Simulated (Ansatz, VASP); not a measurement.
# K2NaIBr2: VASP beside Ansatz, part 2 of 2

Wanted: the spread between two codes on one cell, functional and k mesh. The cell is generated by rule, not measured, and may not be a known phase. The cell is taken from a series of runs on this material, whose earlier steps may have relaxed, scaled, displaced or heated it; both programs get it as it stands.

VASP 6.6.1 and Ansatz 0.2.0.

So far: The starting structure; VASP: relaxation of cell and atoms, LDA.

The structure was built from a prototype and need not be the compound's stable phase.

## (3) Ansatz: relaxation of cell and atoms, LDA

Level of this step: Ansatz beside VASP: Kohn-Sham DFT, plane waves, LDA (Ansatz).

Ansatz runs on its default PAW (the set named soft_2) files.

The same cell, functional (in two slightly different forms), mesh and smearing now go to Ansatz, which takes its cutoff from its data sets.

input.yaml reads:

```yaml
crystal:
  lattice:
    - [3.1623096684, 3.1623096684, 0.0]
    - [-3.1623096684, 3.1623096684, 0.0]
    - [3.1623096684, 0.0, 9.5473010507]
  atoms:
    - { symbol: Br, position: [0.5064124023, 0.4935875977, -0.0128248045] }
    - { symbol: Br, position: [0.8269209311, 0.1730790689, 0.3461581378] }
    - { symbol: I, position: [0.1666666667, 0.8333333333, 0.6666666667] }
    - { symbol: K, position: [-0.0056716735, 0.0056716735, 0.0113433471] }
    - { symbol: K, position: [0.3390050069, 0.6609949931, 0.3219899863] }
    - { symbol: Na, position: [0.6666666667, 0.3333333333, 0.6666666667] }
kpoints:
  mp_grid: { grid: [6, 6, 6] }
hamiltonian:
  xc: lda
scf:
  occupations: { method: gaussian, width: 0.02 }
output:
  forces: true
  stress: true
  eigenvalues: true
relax:
  adjacent_minimum: "off"
  f_tol: 0.005
  max_steps: 80
  cell: { stress_tol: 0.05 }
```

Run with:

```
> ansatz run input.yaml --threads 8 --pin off --max-ram 14336MiB --backend cpu --events-out ev --progress --plain --runs-dir out
```

Numbers of over 12 decimals in the logs are rounded to 6 here.

Output:

```text
Engine: ansatz 0.2.0, x86_64-unknown-linux-gnu
Pseudopotentials: kind: paw
Pseudopotential: Br, paw, valence charge 7, recommended cutoff 420 eV (normal), Br.paw.azcp
Pseudopotential: I, paw, valence charge 17, recommended cutoff 420 eV (normal), I.paw.azcp
Pseudopotential: K, paw, valence charge 9, recommended cutoff 420 eV (normal), K.paw.azcp
Pseudopotential: Na, paw, valence charge 9, recommended cutoff 420 eV (normal), Na.paw.azcp
Functional definition: SPW92
  exchange = slater_x
  correlation = pw_c
Crystal: 6 atoms, lattice volume = 190.950 Å³
Basis set: ecut = 420 eV, 3759 PW (Γ)
Bands: 35, of which v1, the nominal top of the filled ones, is band 29 counted from 1 (28 counted from 0)
Symmetry: 16 space group operations
Space group: I4/mmm (ITA 139), of the structure as read, at distance tolerance 5.8e-5 Å
k-points: 30 of 216
Non-local potential: Br, projectors of the file, l = 0: 2, l = 1: 2, l = 2: 2
Non-local potential: I, projectors of the file, l = 0: 2, l = 1: 2, l = 2: 2, l = 3: 2
Non-local potential: K, projectors of the file, l = 0: 3, l = 1: 2, l = 2: 2
Non-local potential: Na, projectors of the file, l = 0: 3, l = 1: 2, l = 2: 1
PAW form: soft (Blöchl's): semilocal exchange-correlation on the pseudo side does not see the compensation charge
PAW frozen core: Br, regenerated for the run's functional, and the local potential with it (the file was generated under x = pbe(κ = 0.804, μ = 0.219515), c = pbe(β = 0.066725))
PAW frozen core: I, regenerated for the run's functional, and the local potential with it (the file was generated under x = pbe(κ = 0.804, μ = 0.219515), c = pbe(β = 0.066725))
PAW frozen core: K, regenerated for the run's functional, and the local potential with it (the file was generated under x = pbe(κ = 0.804, μ = 0.219515), c = pbe(β = 0.066725))
PAW frozen core: Na, regenerated for the run's functional, and the local potential with it (the file was generated under x = pbe(κ = 0.804, μ = 0.219515), c = pbe(β = 0.066725))
PAW one-centre angular grid: Br, 110 points (default); XC on 64 Gauss nodes
PAW one-centre angular grid: I, 590 points (default); XC on 64 Gauss nodes
PAW one-centre angular grid: K, 110 points (default); XC on 64 Gauss nodes
PAW one-centre angular grid: Na, 110 points (default); XC on 64 Gauss nodes
Initial density: superposition of atomic densities (neutral atoms: chi_scale 0, normalization atom), corrected by the library's trained network
Initial wavefunctions: pseudopotential atomic-orbital guess
Functional: x = slater, c = lda
SCF iter   1: F=—  HF=-17212.231807 eV  |F-HF|=—  |Δ(HF+E_count)|=         —  Δρ=5.29e-3  dr2=3.05e-2  ethr=1.77e-3  ⟨swp⟩=12.3  Hψ=6163  notcnv=0
preconditioner: auto → Resta (q_TF=auto, 2.237 Å⁻¹)  ε∞=2.6  [insulator: Δε(μ)=3.827 eV  Ē_g=12.677 eV  σ=0.020 eV  W_gap=1.00  n_scr=42 (ndim 8)  ℏωp=16.1 eV  f_vac=0.045  D(μ)=0.00/eV (n_scr^D=0)  ε∞_Penn≈2.6]
SCF iter   2: F=—  HF=-17212.221657 eV  |F-HF|=—  |Δ(HF+E_count)|=   1.02e-2  Δρ=2.56e-3  dr2=7.84e-3  ethr=5.25e-5  ⟨swp⟩=2.8  Hψ=2363  notcnv=0  defer=45
SCF iter   3: F=—  HF=-17212.219894 eV  |F-HF|=—  |Δ(HF+E_count)|=   1.76e-3  Δρ=5.12e-4  dr2=3.97e-4  ethr=1.35e-5  ⟨swp⟩=2.1  Hψ=1849  notcnv=0  defer=45
SCF iter   4: F=—  HF=-17212.219835 eV  |F-HF|=—  |Δ(HF+E_count)|=   5.89e-5  Δρ=9.24e-5  dr2=1.92e-5  ethr=6.84e-7  ⟨swp⟩=2.0  Hψ=1850  notcnv=0  defer=45
SCF iter   5: F=—  HF=-17212.219844 eV  |F-HF|=—  |Δ(HF+E_count)|=   8.49e-6  Δρ=2.85e-5  dr2=1.23e-6  ethr=3.32e-8  ⟨swp⟩=2.1  Hψ=1312  notcnv=0  defer=45
SCF iter   6: F=-17212.219845 eV  HF=-17212.219845 eV  |F-HF|=5.47e-9  |Δ(HF+E_count)|=   9.64e-7  Δρ=5.37e-6  dr2=7.22e-8  ethr=1.72e-10  ⟨swp⟩=12.4  Hψ=5578  notcnv=0
SCF 1 converged in 6 iterations: F = -17212.219845 eV  dr2 = 7.22e-8
  greatest PAW one-centre occupation: 1.000 electrons in one spin orbital (limit 2), on the I atom at site 2 (counted from 0), in its partial waves of l = 2
relax step   1: F+E_penalty+E_count = -17212.21984461 eV  Δ(F+E_penalty+E_count) = +0.000e0 eV  max|allowed force component| = 7.050e-4 eV/Å  Δτ_max = 0.0000 Å  P = -0.017 GPa  Ω = 190.950 Å³  (6 SCF iters, dr2 threshold 1.00e-7 eV, accepted)
Initial density: handed on by an earlier stage of this run
Initial wavefunctions: pseudopotential atomic-orbital guess (no wavefunctions were taken with the density)
iter 1 solved again at ethr=2.38e-7 eV; its pass at ethr=3.10e-3 eV (dr2=1.38e-4 eV) is discarded
SCF iter   1: F=—  HF=-17212.219845 eV  |F-HF|=—  |Δ(HF+E_count)|=         —  Δρ=5.47e-6  dr2=7.25e-8  ethr=2.38e-7  ⟨swp⟩=3.9  Hψ=9185  notcnv=0
eigensolver tolerance schedule: the retry pair's looser diagonalisation over-reported the residual by 1902.91 of it (diagonalisation noise at 0.17 of the residual, at the tolerance the schedule requests for it); recorded, not acted on — ethr = c·dr2/N_el stays at c = 1.0e-1
preconditioner: auto → Resta (q_TF=auto, 2.237 Å⁻¹)  ε∞=2.6  [insulator: Δε(μ)=3.791 eV  Ē_g=12.717 eV  σ=0.020 eV  W_gap=1.00  n_scr=42 (ndim 8)  ℏωp=16.1 eV  f_vac=0.036  D(μ)=0.00/eV (n_scr^D=0)  ε∞_Penn≈2.6]
SCF iter   2: F=—  HF=-17212.219845 eV  |F-HF|=—  |Δ(HF+E_count)|=   2.36e-8  Δρ=2.41e-6  dr2=1.45e-8  ethr=1.25e-10  ⟨swp⟩=3.1  Hψ=2549  notcnv=0
SCF iter   3: F=—  HF=-17212.219845 eV  |F-HF|=—  |Δ(HF+E_count)|=   1.13e-8  Δρ=8.53e-7  dr2=2.12e-9  ethr=2.49e-11  ⟨swp⟩=2.2  Hψ=1333  notcnv=0
SCF iter   4: F=-17212.219845 eV  HF=-17212.219845 eV  |F-HF|=0.00e0  |Δ(HF+E_count)|=   2.22e-9  Δρ=1.38e-7  dr2=3.75e-11  ethr=1.00e-12  ⟨swp⟩=6.1  Hψ=5455  notcnv=0
SCF 2 converged in 4 iterations: F = -17212.219845 eV  dr2 = 3.75e-11
relax step   2: F+E_penalty+E_count = -17212.21984464 eV  Δ(F+E_penalty+E_count) = -2.456e-8 eV  max|allowed force component| = 6.389e-4 eV/Å  Δτ_max = 0.0000 Å  P = -0.017 GPa  Ω = 190.950 Å³  stress off target by 2.22e-2 GPa  SCF on the basis re-selected at this cell (its energy is not comparable with the rows above)  (4 SCF iters)
basis re-selected at this cell: Δ(F+E_penalty+E_count) = -2.456e-8 eV, ΔP = +0.000 GPa vs the last step (what re-selecting the basis moved, of the pressure what is left beyond the Pulay correction that the steps carried, after the strain that the cell walked since its last selection, with what the two solves' SCF thresholds leave and, on support functions, any second-order correction that the steps lacked; it is no m [...]
SCF converged after 4 iterations
Free energy (F): -17212.219845 eV
Harris-Foulkes:  -17212.219845 eV  (|F-HF|=0.00e0)
Internal energy: -17212.219845 eV  (E = F + TS)
E sigma→0 (E₀):  -17212.219845 eV
Fermi energy:    4.372098 eV
--- Per-component energies (eV) ---
  E_band       = -855.033327
  E_kinetic    = 1089.648729
  E_local      = -5340.466205  (includes V_loc(G=0)·N_el)
  E_nonlocal   = 206.118480
  E_hartree    = 2227.506951
  E_xc         = -956.520610
  E_vxc        = -718.505829  (∫ρ·V_xc dr)
  E_paw        = -10712.195156  (= ΣΔE_a)
  E_vpaw       = -546.842335  (= ΣTr[D̂ρ^β])
  E_aug_tail   = 0.000059  (compensation charges beyond the density's cutoff)
  E_ewald      = -3728.162220
  E_core_change = 1.850128  (= ΣΔE_core)
  E_smearing   = -0.000000  (= −TS)
  E_closure    = 0.000000  (closes the sum)
  Σ components = -17212.219845   (vs F -17212.219845, Δ=0.00e0)
--- Forces (eV/Å), atoms counted from 1 ---
  atom   1  Br     0.00000000     0.00000000    -0.00063893
  atom   2  Br     0.00000000     0.00000000     0.00063893
  atom   3  I      0.00000000     0.00000000     0.00000000
  atom   4  K      0.00000000     0.00000000    -0.00006628
  atom   5  K      0.00000000     0.00000000     0.00006628
  atom   6  Na     0.00000000     0.00000000     0.00000000
  max |Σ_I F_I| component: 1.36e-20 eV/Å
--- Stress (GPa, compression-positive) ---
       -0.022186       0.000000       0.000000
        0.000000      -0.022186       0.000000
        0.000000       0.000000      -0.006611
  P = ⅓ Tr σ = -0.0170 GPa (-0.170 kbar)
--- Band table (eV; the first three rows and the last of 30) ---
  k-point 0: bands = [... 25 lower, 1.7567, 2.3388, 2.4617, 2.4617, 6.2677, 7.6659, 8.1173, 8.1401, ... 2 higher]
  k-point 1: bands = [... 25 lower, 1.7979, 2.2352, 2.4541, 2.4541, 6.4055, 7.6115, 7.9716, 8.2539, ... 2 higher]
  k-point 2: bands = [... 25 lower, 1.8333, 1.9964, 2.4385, 2.4385, 6.7532, 7.5356, 7.6318, 8.4865, ... 2 higher]
  k-point 29: bands = [... 25 lower, 1.3960, 1.6392, 1.7152, 2.0815, 7.6219, 7.6426, 7.8995, 9.2300, ... 2 higher]
--- Relaxed structure (1 steps of the walk, 1 accepted, 1 SCFs on fresh bases) ---
  F+E_penalty+E_count = -17212.21984464 eV   max|allowed force component| = 6.389e-4 eV/Å   (the final SCF, on the basis selected at the relaxed cell)
  cell:  # Å, volume = 190.9499 Å³
    - [3.1623096684, 3.1623096684, 0.0]
    - [-3.1623096684, 3.1623096684, 0.0]
    - [3.1623096684, 0.0, 9.5473010507]
  atoms:
    - { symbol: Br, position: [0.506412, 0.493588, -0.012825] }
    - { symbol: Br, position: [0.826921, 0.173079, 0.346158] }
    - { symbol: I, position: [0.166667, 0.833333, 0.666667] }
    - { symbol: K, position: [-0.00567167, 0.00567167, 0.011343] }
    - { symbol: K, position: [0.339005, 0.660995, 0.321990] }
    - { symbol: Na, position: [0.666667, 0.333333, 0.666667] }
```

## (4) Side by side

Known differences besides the potentials themselves: the data sets hold 58 valence electrons in Ansatz (on its default PAW (the set named soft_2) files) and 46 in VASP; the cutoff is 420 eV in Ansatz and 500 eV in VASP; VASP's log shows a relativistic correction to its local exchange, Ansatz's none; Ansatz adds a Pulay correction to the stress that steers its cell, VASP none. Total energies have different zeros and are not compared.

The two programs side by side:

| quantity | Ansatz | VASP | difference |
| --- | --- | --- | --- |
| volume (Å³) | 190.95 | 191.42 | -0.25 % |
| edge a after relaxation, in the typed setting (Å) | 4.472 | 4.476 | -0.08 % |
| edge c after relaxation, in the typed setting (Å) | 10.057 | 10.067 | -0.09 % |

## (5) Summary of results

* difference in volume (relaxation of cell and atoms, LDA): -0.25 %

What this shows: The difference in volume is -0.25 % (relaxation of cell and atoms, LDA), within the 1.2 % picked in this series as the mark of a large difference, as far as the stopping tolerances let one tell. The data sets hold unlike numbers of valence electrons (58 in Ansatz and 46 in VASP), so part of the differences comes from the potentials. 1 further run of this series is not shown here. Such differences can come from data sets, numerical settings and the points named under the comparisons, not from the functional's error against experiment.

[Lines on the potential files, build, host, timing and source positions are cut from VASP's logs without a mark.]

[Logs are printed without paths, hosts, clocks, repeated set-up lines and the standing remarks that a program may print on its own settings, such as how far it seeks lower states.]

[Hosts, paths, dates, database ids (printed as entryN), source tags and the programs' standing remarks are cut or masked in the printed files.]
